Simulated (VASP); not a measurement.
The input files of a VASP run:

### INCAR
```
SYSTEM = InSb
PREC = Accurate
ENCUT = 500
EDIFF = 1E-6
NELM = 100
ALGO = Normal
LREAL = .FALSE.
LASPH = .TRUE.
ISMEAR = 1
SIGMA = 0.1
GGA = PS
LMAXMIX = 4
LWAVE = .FALSE.
LCHARG = .FALSE.
IBRION = 2
ISIF = 3
NSW = 40
EDIFFG = -0.02
```

**KPOINTS**
```
Regular mesh
0
G
 11 11 11
```

POSCAR:
```
InSb
1
    0.0000000000     3.0172814434     3.0172814434
    3.0172814434     0.0000000000     3.0172814434
    3.0172814434     3.0172814434     0.0000000000
In Sb
1 1
Direct
  0.0000000000   0.0000000000   0.0000000000
  0.5000000000   0.5000000000   0.5000000000
```

POTCAR, in this order: In_d Sb (PBE.64 set). Program: vasp_std.

Task: Write an equivalent input for Quantum ESPRESSO's pw.x.

Result: One equivalent input (not run):
```
&CONTROL
  calculation = 'vc-relax'
  pseudo_dir = './pseudo'
  outdir = './out'
  tprnfor = .true.
  tstress = .true.
  nstep = 40
  forc_conv_thr = 0.00078
/
&SYSTEM
  ibrav = 0
  nat = 2
  ntyp = 2
  ecutwfc = 80
  occupations = 'smearing'
  smearing = 'methfessel-paxton'
  degauss = 0.00735
  input_dft = 'pbesol'
/
&ELECTRONS
  conv_thr = 7.3e-08
  electron_maxstep = 100
/
&IONS
/
&CELL
/
ATOMIC_SPECIES
  In 114.818 In.upf
  Sb 121.760 Sb.upf
CELL_PARAMETERS angstrom
     0.0000000    3.0172814    3.0172814
     3.0172814    0.0000000    3.0172814
     3.0172814    3.0172814    0.0000000
ATOMIC_POSITIONS crystal
  In   0.0000000  0.0000000  0.0000000
  Sb   0.5000000  0.5000000  0.5000000
K_POINTS automatic
  11 11 11 0 0 0
```
Limits of the translation: the potentials are each code's own (VASP's PAW set, PseudoDojo norm-conserving files in pw.x), so ENCUT and ecutwfc are chosen apart and not converted; conv_thr bounds pw.x's estimated SCF error, while EDIFF bounds the energy change between steps; forc_conv_thr acts on force components and is met together with etot_conv_thr.

The structure was generated: InSb was put into the rock salt type (Fm-3m), which need not be its known phase. This run relaxes it. Symmetry was kept, so distortions that lower it aren't found.
